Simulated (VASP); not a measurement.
Data:

```
Ag
1.0
    7.01628     0.00000     0.00000
    0.00000     2.86438     0.00000
    0.00000     0.00000    24.77894
Ag
12
Direct
  0.66996   0.25000   0.32100
  0.99821   0.75000   0.35046
  0.32808   0.25000   0.38101
  0.65942   0.75000   0.41748
  0.99981   0.25000   0.45017
  0.33193   0.75000   0.48334
  0.66807   0.25000   0.51666
  0.00019   0.75000   0.54983
  0.34058   0.25000   0.58252
  0.67192   0.75000   0.61899
  0.00179   0.25000   0.64954
  0.33004   0.75000   0.67900
```

These are PBEsol GGA, VASP's PBE PAW potentials (set 64) (plane waves; VASP 6.6.1) values and carry that method's errors. Settings: PREC = Normal, 400 eV cut-off, 4×10×1 Γ-centred mesh, first-order Methfessel-Paxton smearing of 0.10 eV, potentials Ag.

Problem. What does the run give for the energy per atom (σ→0), band gap (on the k-mesh) with the smallest direct gap where there is one?

Solution. 
```yaml
band gap (on the k-mesh): none (metal, semimetal or under 0.01 eV)
energy per atom (σ→0): -3.068 eV/atom
```

Only differences to runs with the same potentials and settings are physical.

The cell is a thin slab with vacuum, built from Ag (fcc): (211) face.
